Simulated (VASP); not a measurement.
Input:

```
CELL_PARAMETERS angstrom
      3.99937     0.00000     0.00000
      0.00000     3.99937     0.00000
      0.00000     0.00000     3.99937
ATOMIC_POSITIONS crystal
  Ca 0.00000 0.00000 0.00000
  B  0.80012 0.50000 0.50000
  B  0.50000 0.19988 0.50000
  B  0.50000 0.80012 0.50000
  B  0.19988 0.50000 0.50000
  B  0.50000 0.50000 0.80012
  B  0.50000 0.50000 0.19988
```

The numbers are results of PBE GGA, VASP's PBE PAW potentials (set 64) (plane waves; VASP), not measurements. Numerical set-up: 620 eV cut-off, 6×6×6 Γ-centred mesh, Gaussian smearing of 0.050 eV, potentials Ca_sv B.

Energy and stress use the plane-wave basis of the starting cell.

Problem. The ions, cell shape and volume at an external pressure of 30.0 GPa are relaxed. Which structure does the run end with?

Solution. 
```
CELL_PARAMETERS angstrom
      3.94250     0.00000     0.00000
      0.00000     3.94250     0.00000
      0.00000     0.00000     3.94250
ATOMIC_POSITIONS crystal
  Ca 0.00000 0.00000 0.00000
  B  0.80077 0.50000 0.50000
  B  0.50000 0.19923 0.50000
  B  0.50000 0.80077 0.50000
  B  0.19923 0.50000 0.50000
  B  0.50000 0.50000 0.80077
  B  0.50000 0.50000 0.19923
```
Space group Pm-3m (221), at a tolerance of 0.03 Å.

Problem. How do energy and volume change from the first to the last step?

Solution. The energy (σ→0) changes by +59.5 meV/atom and the volume by -4.2 %, in 5 ionic steps.

The compound is CaB6 in the cab6 structure. This run relaxes it under an external pressure of 30 GPa. Symmetry was kept, so distortions that lower it aren't found.
